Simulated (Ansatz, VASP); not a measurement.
**Two plane-wave programs on ScC8**

```
Sc C
1.0
    -3.30619    3.30619    3.30619
     3.30619   -3.30619    3.30619
     3.30619    3.30619   -3.30619
Sc C
1 8
Direct
  0.00000 0.00000 0.00000
  0.61241 0.61241 0.61241
  0.00000 0.00000 0.38759
  0.00000 0.38759 0.00000
  0.38759 0.00000 0.00000
  0.00000 0.00000 0.61241
  0.38759 0.38759 0.38759
  0.00000 0.61241 0.00000
  0.61241 0.00000 0.00000
```

Alike in both runs: functional PBE; k mesh 4 × 4 × 4; occupations gaussian, width 0.1 eV; no spin polarisation.

Ansatz relaxed the structure, and its values are those at the end. VASP's run is a single point on that final structure, the one shown.

|  | VASP | Ansatz |
| --- | --- | --- |
| version | VASP 6.6.1 | Ansatz 0.2.0 |
| potentials or method | VASP PAW PBE potentials, release 64 (Sc_sv, C) | scalar-relativistic, plane waves, PAW |
| plane-wave cutoff (eV) | 520 | 420 |
| valence electrons in the cell | 43 | 43 |

```csv
,VASP,Ansatz,Ansatz less VASP
gap on the k mesh at the Fermi level (eV),none,none,-
pressure (GPa),0.1,-0.1,-0.18
rms of the force components (eV/Å),0.023,0.001,-0.0215
```

A gap of «none» marks a metal or a gap that the smearing closes. The functional is the same, so the differences come from potentials, cutoffs and numerics.
